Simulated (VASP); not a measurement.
Input:

```yaml
crystal:
  lattice:
    - [1.72826, -2.99344, 0.00000]
    - [1.72826, 2.99344, 0.00000]
    - [0.00000, 0.00000, 5.37370]
  atoms:
    - { symbol: Lu, position: [0.36674, 0.63326, 0.25000] }
    - { symbol: Lu, position: [0.66667, 0.33333, 0.75000] }
```

Calculation: PBEsol GGA, VASP's PBE PAW potentials (set 64) (plane waves; VASP 6.6.1). Run with 480 eV cut-off, 12×12×6 Γ-centred mesh, first-order Methfessel-Paxton smearing of 0.10 eV, potentials Lu_3.

Task: Give the force on each atom (eV/Å).

Result: 
| atom | Fx | Fy | Fz |
|---|---|---|---|
| Lu1 | 0.000 | 0.387 | 0.000 |
| Lu2 | 0.000 | -0.387 | 0.000 |

Task: Give the stress tensor in GPa (positive for a compressed cell).

Result: 
```
-0.79   0.00   0.00
 0.00   0.77   0.00
 0.00   0.00   0.41
```
The pressure is its mean diagonal, 0.13 GPa.

The compound is Lu in the hcp structure. This cell was strained or had an atom moved on purpose.
